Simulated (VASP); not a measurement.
VASP ran on this input.

### POSCAR
```
CuAu
1
    2.6937988044     0.0000000000    -0.0000000000
    0.0000000000     2.6937988044    -0.0000000000
   -0.0000000000    -0.0000000000     3.4137143235
Cu Au
1 1
Direct
  0.0000000000   0.0000000000   1.0000000000
  0.5000000000   0.5000000000   0.5000000000
```

**INCAR**
```
NSW = 40   ! most ionic steps
SIGMA = 0.1   ! width (eV)
LWAVE = .False.
ISMEAR = 1
EDIFF = 1E-6   ! SCF stop (eV)
ENCUT = 500
SYSTEM = CuAu
LREAL = .False.   ! projection in real space or not
IBRION = 2
EDIFFG = -0.02
GGA = PE
NELM = 100   ! most electronic steps
LCHARG = .False.
LASPH = .True.
ISIF = 3   ! ions, shape and volume
LMAXMIX = 6   ! l cut-off of mixed one-centre charges
PSTRESS = 450
PREC = Accurate
ALGO = Normal   ! blocked Davidson
```

### KPOINTS
```
kpoints
0
Gamma
  13 13 11
```

POTCAR, in this order: Cu Au (PBE.64 set). Program: vasp_std.

Problem. Write an equivalent input for Ansatz.

Solution. One equivalent input (not run):
Ansatz 0.2 input:
```yaml
crystal:
  lattice:
    - [2.6937988, 0.0000000, 0.0000000]
    - [0.0000000, 2.6937988, 0.0000000]
    - [0.0000000, 0.0000000, 3.4137143]
  atoms:
    - { symbol: Cu, position: [0.0000000, 0.0000000, 1.0000000] }
    - { symbol: Au, position: [0.5000000, 0.5000000, 0.5000000] }
kpoints:
  mp_grid: { grid: [13, 13, 11] }
hamiltonian:
  xc: pbe
  pseudopotentials: { kind: paw }
scf:
  occupations: { method: methfessel_paxton, width: 0.1 }
  max_iter: 100
relax:
  max_steps: 40
  f_tol: 0.02
  cell: { p_target: 45 }
output: { forces: true, stress: true, eigenvalues: true }
```
The two are equivalent in intent, not identical: each code has its own PAW files, so the cut-off isn't converted (ENCUT is set for VASP's; basis.ecutwfc is left out, and Ansatz then takes the one that its files recommend); Ansatz stops its SCF on the density residual and VASP on the energy change (EDIFF).

The compound is CuAu in the L1_0 structure. It was relaxed first under an external pressure of 45 GPa.
